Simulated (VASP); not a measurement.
Here is the system:

```yaml
crystal:
  lattice:
    - [-0.00389, 4.61215, 4.60704]
    - [4.61215, -0.00389, 4.60704]
    - [2.30413, 2.30413, 0.00000]
  atoms:
    - { symbol: Zr, position: [0.00000, 0.00000, 0.00000] }
    - { symbol: Zr, position: [0.00000, 0.50000, 0.00000] }
    - { symbol: Zr, position: [0.50000, 0.00000, 0.00000] }
    - { symbol: C, position: [0.25452, 0.25452, 0.49096] }
    - { symbol: C, position: [0.25847, 0.74153, 0.50000] }
    - { symbol: C, position: [0.74153, 0.25847, 0.50000] }
    - { symbol: C, position: [0.74548, 0.74548, 0.50904] }
    - { symbol: Nb, position: [0.50000, 0.50000, 0.00000] }
```

Calculation: PBEsol GGA, VASP's PBE PAW potentials (set 64) (plane waves; VASP). Settings: 520 eV cut-off, 7×7×13 Γ-centred mesh, tetrahedra with Blöchl corrections, potentials Zr_sv C Nb_sv.

The cores are frozen, which limits the accuracy of field gradients.

Problem. Give the principal components of the electric field gradient (V/Å²) and the asymmetry η at each nucleus.

Solution. 
| atom | Vxx | Vyy | Vzz | η |
|---|---|---|---|---|
| Zr1 | -12.5 | -3.2 | 15.6 | 0.59 |
| Zr2 | -15.3 | -3.1 | 18.4 | 0.66 |
| Zr3 | -15.3 | -3.1 | 18.4 | 0.66 |
| C4 | -0.2 | 0.0 | 0.2 | - |
| C5 | 0.5 | 0.1 | -0.6 | 0.68 |
| C6 | 0.5 | 0.1 | -0.6 | 0.68 |
| C7 | -0.2 | 0.0 | 0.2 | - |
| Nb8 | -20.0 | -2.4 | 22.4 | 0.78 |

The structure was generated: NbZr3C4 was put into an ordered model structure (Cmmm), which need not be its known phase. It was relaxed first.
